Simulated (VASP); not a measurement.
Here is the system:

```xyz
3
Lattice="0.0000 2.6987 2.6987 2.6987 0.0000 2.6987 2.6987 2.6987 0.0000" Properties=species:S:1:pos:R:3 pbc="T T T"
Ce     0.0000     0.0000     0.0000
O      1.3493     1.3493     1.3493
O      4.0480     4.0480     4.0480
```

Computed with PBEsol GGA, VASP's PBE PAW potentials (set 64) (plane waves; VASP). Run with 620 eV cut-off, 7×7×7 Γ-centred mesh, Gaussian smearing of 0.050 eV, potentials Ce O.

Energy and stress use the plane-wave basis of the starting cell.

Question: The ions, cell shape and volume at an external pressure of 5.0 GPa are relaxed. What does this cell relax into?

Answer: 
```xyz
3
Lattice="0.0000 2.6766 2.6766 2.6766 0.0000 2.6766 2.6766 2.6766 0.0000" Properties=species:S:1:pos:R:3 pbc="T T T"
Ce     0.0000     0.0000     0.0000
O      1.3383     1.3383     1.3383
O      4.0149     4.0149     4.0149
```
Space group Fm-3m (225), at a tolerance of 0.03 Å.

Question: How do energy and volume change from the first to the last step?

Answer: The energy (σ→0) changes by +4.8 meV/atom and the volume by -2.4 %, in 3 ionic steps.

```
step  E(σ→0) (eV)  max force (eV/Å)  pressure (GPa)  volume (Å³)
----  -----------  ----------------  --------------  -----------
1        -27.5500             0.000            0.00        39.31
2        -27.4619             0.000           13.11        37.03
3        -27.5356             0.000            4.92        38.35
```

The compound is CeO2 in the fluorite structure. This run relaxes it under an external pressure of 5 GPa. Symmetry was kept, so distortions that lower it aren't found. The run is not spin-polarised, so no magnetic state was tried.
